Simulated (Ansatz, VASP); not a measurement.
# Ga2O3 (glassy Ga2O3): VASP beside Ansatz

Wanted: the spread between two codes on one cell, functional and k mesh. Of the first pair: The structure shown is the start of the Ansatz relaxation below; VASP solves that cell, so the two are compared at the walk's first step.

Calculated with Ansatz 0.2.0; plane waves, with VASP 6.6.1 beside it; single point at PBE.

## Step 1: Set-up

The cell holds 175 atoms: 70 Ga and 105 O. Its edges and angles: a = 12.562 Å, b = 12.354 Å, c = 12.379 Å, α = 90.3°, β = 89.8°, γ = 88.3°. As first built, before any earlier steps moved the atoms (in the runner's words): 175 atoms (70 Fe, 105 O) placed at random at 4.52 g/cm^3, melted at 4500 K for 20 ps at fixed volume with the Morse and Coulomb pair potential with partial charges (Pedone, Malavasi, Menziani, Cormack and Segre, J. Phys. Chem. B 110, 11780 (2006)). Quenched from 4500 K to 300 K at 100 K/ps and fixed volume, held 5 ps. Then Fe was replaced by Ga (the potential has no terms for the new elements, so the cell is a start for a DFT relaxation).

## Step 2: Ansatz: relaxation, PBE

Ansatz runs on its PAW soft_1 files.

The two programs are compared at the cell with which this relaxation starts, whose forces are those of its first step.

Contents of input.yaml:

```yaml
crystal:
  lattice:
    - [12.56096, 0.18785, 0.02168]
    - [0.18785, 12.35206, -0.02892]
    - [0.02168, -0.02892, 12.37878]
  atoms:
    - { symbol: Ga, position: [0.16365, 0.06664, 0.9759] }
    - { symbol: Ga, position: [0.89326, 0.01564, 0.254] }
    - { symbol: Ga, position: [0.3175, 0.48294, 0.18264] }
    - { symbol: Ga, position: [0.47042, 0.63442, 0.03935] }
    - { symbol: Ga, position: [0.23802, 0.24122, 0.14988] }
    - { symbol: Ga, position: [0.31154, 0.44082, 0.90336] }
    - { symbol: Ga, position: [0.35725, 0.82423, 0.20616] }
    - { symbol: Ga, position: [0.55967, 0.35551, 0.9673] }
    - { symbol: Ga, position: [0.11049, 0.30891, 0.95951] }
    - { symbol: Ga, position: [0.11323, 0.90953, 0.17397] }
    - { symbol: Ga, position: [0.09816, 0.12913, 0.32899] }
    - { symbol: Ga, position: [0.69567, 0.40648, 0.65653] }
    - { symbol: Ga, position: [0.09226, 0.59319, 0.55136] }
    - { symbol: Ga, position: [0.22238, 0.70177, 0.01287] }
    - { symbol: Ga, position: [0.07209, 0.62956, 0.28657] }
    - { symbol: Ga, position: [0.11381, 0.18368, 0.74169] }
    - { symbol: Ga, position: [0.49944, 0.83757, 0.43514] }
    - { symbol: Ga, position: [0.80528, 0.95725, 0.00607] }
    - { symbol: Ga, position: [0.14638, 0.42264, 0.70959] }
    - { symbol: Ga, position: [0.89273, 0.54251, 0.72557] }
    - { symbol: Ga, position: [0.51615, 0.85841, 0.69767] }
    - { symbol: Ga, position: [0.70108, 0.68982, 0.60037] }
    - { symbol: Ga, position: [0.88743, 0.68115, 0.45636] }
    - { symbol: Ga, position: [0.61485, 0.03712, 0.87345] }
    - { symbol: Ga, position: [0.39836, 0.18281, 0.94144] }
    - { symbol: Ga, position: [0.99015, 0.99983, 0.78874] }
    - { symbol: Ga, position: [0.82776, 0.61586, 0.97307] }
    - { symbol: Ga, position: [0.90531, 0.27667, 0.67092] }
    - { symbol: Ga, position: [0.7484, 0.20446, 0.51408] }
    - { symbol: Ga, position: [0.45504, 0.43421, 0.67302] }
[... 139 atom lines left out ...]
    - { symbol: O, position: [0.85442, 0.68665, 0.68961] }
    - { symbol: O, position: [0.89577, 0.20813, 0.52459] }
    - { symbol: O, position: [0.76685, 0.01131, 0.32587] }
    - { symbol: O, position: [0.01577, 0.95011, 0.64313] }
    - { symbol: O, position: [0.48919, 0.73293, 0.91075] }
    - { symbol: O, position: [0.15368, 0.30784, 0.81437] }
kpoints:
  mp_grid: { grid: [1, 1, 1] }
hamiltonian:
  xc: pbe
  pseudopotentials: { kind: paw, azcp: { folder: soft_1 } }
scf:
  occupations: { method: fermi_dirac, width: 0.025 }
output:
  forces: true
  eigenvalues: true
  stress: true
relax:
  f_tol: 0.05
  max_steps: 70
```

The run is started by

```console
$ ansatz run input.yaml --threads 4 --pin off --max-ram 15872MiB --backend cpu --events-out ev --progress --plain --runs-dir out
```

Numbers of over 12 decimals in the logs are rounded to 6 here.

Log:

```text
Warning: output.stress: scf.convergence.dr2_threshold = 1e-7 eV (the SCF's general default) is looser than the 1.08e-8 eV advised for a printed stress (1e-10 eV for each atom of the cell: 175, of which 108 are counted). What an SCF threshold leaves in a stress goes as its square root, and in the free energy as the threshold itself, and one threshold admits the most on a small cell: [figures from the program's tests c [...]
Engine: ansatz 0.2.0, aarch64-unknown-linux-gnu
Pseudopotentials: kind: paw
Pseudopotential: Ga, paw, valence charge 13, recommended cutoff 420 eV (normal), soft_1/Ga.paw.azcp
Pseudopotential: O, paw, valence charge 6, recommended cutoff 420 eV (normal), soft_1/O.paw.azcp
Functional definition: PBE
  parameter kappa = 0.804
  parameter beta = 0.066725
  exchange = pbe_x(kappa = kappa, mu = beta*pi^2/3)
  correlation = pbe_c(beta = beta)
Crystal: 175 atoms, lattice volume = 1920.161 Å³
Basis set: ecut = 420 eV, 37529 PW (Γ), exchange–correlation on 180×180×180 points (8 copies of the dense FFT grid, shifted against one another)
Bands: 945, of which v1, the nominal top of the filled ones, is band 770 counted from 1 (769 counted from 0)
Symmetry: 1 space group operations
Space group: P1 (ITA 1), of the structure as read, at distance tolerance 1.2e-4 Å
k-points: 1
Non-local potential: Ga, projectors of the file, l = 0: 2, l = 1: 2, l = 2: 3, l = 3: 1
Non-local potential: O, projectors of the file, l = 0: 2, l = 1: 2, l = 2: 1
PAW form: soft (Blöchl's): semilocal exchange-correlation on the pseudo side does not see the compensation charge
PAW one-centre angular grid: Ga, 590 points (default); XC on 64 Gauss nodes
PAW one-centre angular grid: O, 110 points (default); XC on 64 Gauss nodes
Initial density: superposition of atomic densities (chi_scale 0.1, normalization cell, long waves kept (reshape's long-wave potential 0.16 eV rms))
Initial wavefunctions: pseudopotential atomic-orbital guess
Functional: x = pbe(κ = 0.804, μ = 0.219515), c = pbe(β = 0.066725)
SCF iter   1: F=—  HF=-324472.148194 eV  |F-HF|=—  |Δ(HF+E_count)|=         —  Δρ=1.19e-1  dr2=1.36e2  ethr=3.10e-3  ⟨swp⟩=5.0  Hψ=2853  notcnv=0  defer=70
preconditioner: auto → Resta (q_TF=auto, 2.630 Å⁻¹)  ε∞=4.3  [insulator: Δε(μ)=2.258 eV  Ē_g=18.446 eV  σ=0.025 eV  W_gap=1.00  n_scr=602 (ndim 8)  ℏωp=33.3 eV  f_vac=0.022  D(μ)=0.00/eV (n_scr^D=0)  ε∞_Penn≈4.3]
SCF iter   2: F=—  HF=-324437.305181 eV  |F-HF|=—  |Δ(HF+E_count)|=    3.48e1  Δρ=5.26e-2  dr2=2.65e1  ethr=3.10e-3  ⟨swp⟩=2.0  Hψ=1768  notcnv=0  defer=168
SCF iter   3: F=—  HF=-324427.798985 eV  |F-HF|=—  |Δ(HF+E_count)|=    9.51e0  Δρ=1.60e-2  dr2=4.05e0  ethr=1.72e-3  ⟨swp⟩=3.0  Hψ=1450  notcnv=0  defer=168
SCF iter   4: F=—  HF=-324426.817855 eV  |F-HF|=—  |Δ(HF+E_count)|=   9.81e-1  Δρ=4.98e-3  dr2=4.28e-1  ethr=2.63e-4  ⟨swp⟩=2.0  Hψ=1453  notcnv=0  defer=168
SCF iter   5: F=—  HF=-324427.063208 eV  |F-HF|=—  |Δ(HF+E_count)|=   2.45e-1  Δρ=3.04e-3  dr2=1.47e-1  ethr=2.78e-5  ⟨swp⟩=2.0  Hψ=1829  notcnv=0  defer=168
SCF iter   6: F=—  HF=-324427.108912 eV  |F-HF|=—  |Δ(HF+E_count)|=   4.57e-2  Δρ=7.28e-4  dr2=9.78e-3  ethr=9.53e-6  ⟨swp⟩=2.0  Hψ=1546  notcnv=0  defer=168
SCF iter   7: F=—  HF=-324427.121380 eV  |F-HF|=—  |Δ(HF+E_count)|=   1.25e-2  Δρ=6.56e-4  dr2=6.97e-3  ethr=6.35e-7  ⟨swp⟩=2.0  Hψ=1551  notcnv=0  defer=168
SCF iter   8: F=—  HF=-324427.120602 eV  |F-HF|=—  |Δ(HF+E_count)|=   7.78e-4  Δρ=1.15e-4  dr2=3.04e-4  ethr=4.53e-7  ⟨swp⟩=2.0  Hψ=1518  notcnv=0  defer=168
SCF iter   9: F=—  HF=-324427.121011 eV  |F-HF|=—  |Δ(HF+E_count)|=   4.09e-4  Δρ=7.22e-5  dr2=9.22e-5  ethr=1.97e-8  ⟨swp⟩=2.0  Hψ=1546  notcnv=0  defer=168
SCF iter  10: F=-324427.121017 eV  HF=-324427.121026 eV  |F-HF|=9.29e-6  |Δ(HF+E_count)|=   1.54e-5  Δρ=4.63e-5  dr2=3.65e-5  ethr=4.06e-9  ⟨swp⟩=11.0  Hψ=4873  notcnv=0
SCF 1 converged in 10 iterations: F = -324427.121017 eV  dr2 = 3.65e-5
[...]
- { symbol: Ga, position: [0.725722, 0.243132, 0.821722] }
    - { symbol: Ga, position: [0.290248, 0.987174, 0.794787] }
    - { symbol: O, position: [0.088235, 0.038788, 0.099804] }
    - { symbol: O, position: [0.636188, 0.167368, 0.204232] }
    - { symbol: O, position: [0.055462, 0.307515, 0.640297] }
    - { symbol: O, position: [0.931987, 0.955029, 0.424844] }
    - { symbol: O, position: [0.889862, 0.649186, 0.107365] }
    - { symbol: O, position: [0.088862, 0.283281, 0.147536] }
    - { symbol: O, position: [0.00972144, 0.749552, 0.516958] }
    - { symbol: O, position: [0.624225, 0.144634, 0.460259] }
    - { symbol: O, position: [0.480559, 0.541955, 0.777428] }
    - { symbol: O, position: [0.763072, 0.588816, 0.464387] }
    - { symbol: O, position: [0.199971, 0.589030, 0.143048] }
    - { symbol: O, position: [0.794877, 0.789699, 0.513883] }
    - { symbol: O, position: [0.793022, 0.477997, 0.064346] }
    - { symbol: O, position: [0.207383, 0.412439, 0.014004] }
    - { symbol: O, position: [0.793012, 0.035285, 0.560515] }
    - { symbol: O, position: [0.029082, 0.498917, 0.196173] }
    - { symbol: O, position: [0.573352, 0.954099, 0.216204] }
    - { symbol: O, position: [0.336173, 0.499028, 0.334293] }
    - { symbol: O, position: [0.679351, 0.558226, 0.683152] }
    - { symbol: O, position: [0.967269, 0.131330, 0.712302] }
    - { symbol: O, position: [0.038921, 0.178495, 0.957212] }
    - { symbol: O, position: [0.161870, 0.608592, 0.406672] }
    - { symbol: O, position: [0.865594, 0.297355, 0.824563] }
    - { symbol: O, position: [0.869452, 0.272123, 0.089448] }
[...]
- { symbol: O, position: [0.350649, 0.578296, 0.965327] }
    - { symbol: O, position: [0.755317, 0.845040, 0.094754] }
    - { symbol: O, position: [0.854612, 0.684163, 0.688284] }
    - { symbol: O, position: [0.894693, 0.211406, 0.521552] }
    - { symbol: O, position: [0.763744, 0.013034, 0.323982] }
    - { symbol: O, position: [0.020683, 0.948261, 0.634906] }
    - { symbol: O, position: [0.489963, 0.732193, 0.908579] }
    - { symbol: O, position: [0.154799, 0.307160, 0.817256] }
```

Reading the cycles: dr2 is the Hartree energy of the density residual (eV), the measure of convergence; HF is the Harris–Foulkes estimate of the energy, which meets the free energy F at convergence.

## Step 3: VASP: single point, PBE, start cell, pair 1

The same cell, functional, mesh and smearing now go to VASP, with its own data sets.

Lines of VASP's logs that name or quote its potential files are left out, and so is its time.

Contents of INCAR:

```
SYSTEM = Ga2O3
PREC = Accurate
ENCUT = 520
EDIFF = 1E-06
NELM = 120
ISMEAR = -1
SIGMA = 0.025
LREAL = Auto
ALGO = Normal
GGA = PE
NBANDS = 893
LORBIT = 11
LWAVE = .FALSE.
LCHARG = .FALSE.
ISIF = 2
LASPH = .TRUE.
GGA_COMPAT = .FALSE.
EFERMI = MIDGAP
```

Contents of POSCAR:

```
Ga2O3
1.0
   12.5609600000      0.1878500000      0.0216800000
    0.1878500000     12.3520600000     -0.0289200000
    0.0216800000     -0.0289200000     12.3787800000
Ga O
70 105
Direct
    0.1636517837      0.0666432243      0.9759022578
    0.8932562429      0.0156368605      0.2539980856
    0.3175011707      0.4829428781      0.1826418502
    0.4704235502      0.6344179870      0.0393535216
    0.2380182787      0.2412166682      0.1498787239
    0.3115373036      0.4408173930      0.9033599685
    0.3572496576      0.8242311613      0.2061585708
    0.5596663847      0.3555067639      0.9672962674
    0.1104906665      0.3089114932      0.9595079873
    0.1132296593      0.9095293457      0.1739710028
    0.0981621722      0.1291262067      0.3289909162
    0.6956720268      0.4064832048      0.6565326571
    0.0922633193      0.5931896092      0.5513592434
    0.2223789950      0.7017694385      0.0128666957
    0.0720904023      0.6295585774      0.2865665206
    0.1138062013      0.1836836320      0.7416922194
    0.4994385697      0.8375740319      0.4351393928
    0.8052767538      0.9572495821      0.0060688741
    0.1463759474      0.4226440448      0.7095892677
    0.8927311044      0.5425073924      0.7255670513
    0.5161486342      0.8584088945      0.6976725560
    0.7010771298      0.6898173557      0.6003701630
    0.8874283729      0.6811490928      0.4563583313
    0.6148488125      0.0371161426      0.8734498453
    0.3983571753      0.1828112059      0.9414377278
    0.9901538416      0.9998259387      0.7887407669
    0.8277563456      0.6158606144      0.9730736738
    0.9053115410      0.2766696600      0.6709202468
    0.7484019745      0.2044581951      0.5140803517
    0.4550402665      0.4342097176      0.6730220645
[... 139 atom lines left out ...]
    0.8544221199      0.6866498652      0.6896102881
    0.8957699214      0.2081272919      0.5245911753
    0.7668530889      0.0113074964      0.3258723103
    0.0157693764      0.9501117201      0.6431276225
    0.4891881875      0.7329340149      0.9107513706
    0.1536838279      0.3078419299      0.8143670801
```

Contents of KPOINTS:

```
Automatic mesh
0
Gamma
1 1 1
0 0 0
```

Potentials, in the order of the species: Ga_d and O (PBE family, release 64).

The run is started by

```console
$ export OMP_NUM_THREADS=3
$ mpirun -np 1 vasp_gam
```

Log:

```text
[banner, memory and clock lines left out]
running    1 mpi-ranks, on    1 nodes
[...]
Offloading initialized ...    1 GPUs detected
[...]
LDA part: xc-table for (Slater+PW92), standard interpolation
 POSCAR, INCAR and KPOINTS ok, starting setup
[...]
entering main loop
       N       E                     dE             d eps       ncg     rms          rms(c)
DAV:   1     0.465735623840E+05    0.46574E+05   -0.52143E+05  1786   0.365E+03
DAV:   2     0.109038287668E+05   -0.35670E+05   -0.34142E+05  1786   0.106E+03
DAV:   3     0.507814996451E+03   -0.10396E+05   -0.97988E+04  2250   0.397E+02
DAV:   4    -0.102241227532E+04   -0.15302E+04   -0.14855E+04  2060   0.159E+02
[...]
DAV:  21    -0.101830775053E+04    0.42038E-06   -0.20430E-05  2588   0.243E-02    0.479E-03
DAV:  22    -0.101830775127E+04   -0.74388E-06   -0.12077E-05  1836   0.833E-03    0.376E-03
DAV:  23    -0.101830775127E+04    0.31796E-08   -0.29484E-06  1300   0.418E-03
   1 F= -.10183078E+04 E0= -.10183078E+04  d E =-.742633E-12
```

From OUTCAR (step 3):

```text
  Total       73.1282153     75.9618945     74.6517037      0.8103914     -0.6888730      0.3596708
[...]
0.79620      3.79630      7.88100        -0.156844      0.105350     -0.022967
     11.89020     11.93560      5.33800        -0.113316     -0.006366     -0.089074
     11.26570      8.17870      1.35070         0.215701      0.051504     -0.114678
      1.19340      3.54480      1.87810        -0.033024      0.009528     -0.165861
      0.21520      9.26560      6.43970         0.212701      0.041653     -0.069388
      7.92910      1.88380      5.69870        -0.153344      0.113130     -0.050305
      6.22410      6.83300      9.49940         0.018654      0.035466      0.013190
      9.67990      7.40220      5.72550        -0.104942     -0.106823      0.143436
      2.77500      7.27900      1.60980         0.010274      0.191996      0.156698
     10.04100      9.87060      6.32180        -0.044342      0.064872      0.110094
     10.09150      6.02920      0.77410         0.038539     -0.062230     -0.008707
      2.72610      5.08280      0.10620         0.174014     -0.017391      0.230126
      9.98180      0.57060      6.97730        -0.026620      0.121903     -0.108295
      0.57130      6.25900      2.45750         0.015920     -0.092675     -0.050008
[...]
-----------------------------------------------------------------------------------
    total drift:                                0.022710     -0.000379     -0.016309

  FREE ENERGIE OF THE ION-ELECTRON SYSTEM (eV)
  ---------------------------------------------------
  free  energy   TOTEN  =     -1018.3077512664 eV

  energy  without entropy=    -1018.3077512664  energy(sigma->0) =    -1018.30775127

[... 2 further parts left out ...]
[key lines of the parts left out:]
E-fermi :   4.6524
```

The run ends at a pressure of 6.22 GPa, with forces up to 0.41 eV/Å.

## Step 4: Differences

Known differences besides the potentials themselves: the cutoff is 420 eV in Ansatz and 520 eV in VASP (PREC = Accurate, projectors in real space). Total energies have different zeros and are not compared.

Forces on 9 of the 175 atoms, those with the largest forces and the largest differences (eV/Å; atoms numbered as in POSCAR):

```tsv
atom	Ansatz x, y, z	VASP x, y, z
Ga24	-0.090, -0.234, -0.077	-0.143, -0.262, -0.095
O91	-0.210, -0.137, -0.257	-0.236, -0.147, -0.305
O112	-0.127, 0.253, 0.105	-0.142, 0.293, 0.129
O114	-0.041, 0.275, -0.048	-0.035, 0.328, -0.053
O117	-0.248, 0.083, 0.171	-0.271, 0.102, 0.191
O123	-0.100, -0.045, 0.271	-0.118, -0.050, 0.312
O143	-0.129, 0.189, -0.222	-0.135, 0.202, -0.259
O156	0.131, 0.015, 0.268	0.150, 0.021, 0.314
O171	0.211, 0.130, -0.209	0.239, 0.155, -0.247
```

The forces differ by 17 meV/Å r.m.s., which is 16.3 % of the r.m.s. force of 0.107 eV/Å (both taken over all components).

## Step 5: Ansatz: relaxation, PBE

This run makes the geometry at which the two programs are then compared.

The structure compared here is the end of the Ansatz relaxation.

input.yaml is that of step 2.

The run is started by

```console
$ ansatz run input.yaml --threads 4 --pin off --max-ram 15872MiB --backend cpu --events-out ev --progress --plain --runs-dir out
```

Log:

```text
[...]
Crystal: 175 atoms, lattice volume = 1920.161 Å³
Basis set: ecut = 420 eV, 37529 PW (Γ), exchange–correlation on 180×180×180 points (8 copies of the dense FFT grid, shifted against one another)
Bands: 945, of which v1, the nominal top of the filled ones, is band 770 counted from 1 (769 counted from 0)
Symmetry: 1 space group operations
[...]
k-points: 1
[...]
- { symbol: O, position: [0.636188, 0.167368, 0.204232] }
    - { symbol: O, position: [0.055462, 0.307515, 0.640297] }
    - { symbol: O, position: [0.931987, 0.955029, 0.424844] }
    - { symbol: O, position: [0.889862, 0.649186, 0.107365] }
    - { symbol: O, position: [0.088862, 0.283281, 0.147536] }
    - { symbol: O, position: [0.00972144, 0.749552, 0.516958] }
    - { symbol: O, position: [0.624225, 0.144634, 0.460259] }
[...]
- { symbol: O, position: [0.763744, 0.013034, 0.323982] }
    - { symbol: O, position: [0.020683, 0.948261, 0.634906] }
    - { symbol: O, position: [0.489963, 0.732193, 0.908579] }
    - { symbol: O, position: [0.154799, 0.307160, 0.817256] }
```

(Continued in part 2 of 2.)

[Lines on the potential files, build, host, timing and source positions are cut from VASP's logs without a mark.]

[Logs are printed without paths, hosts, clocks, repeated set-up lines and the standing remarks that a program may print on its own settings, such as how far it seeks lower states.]

[Hosts, paths, dates, database ids (printed as entryN), source tags and the programs' standing remarks are cut or masked in the printed files.]
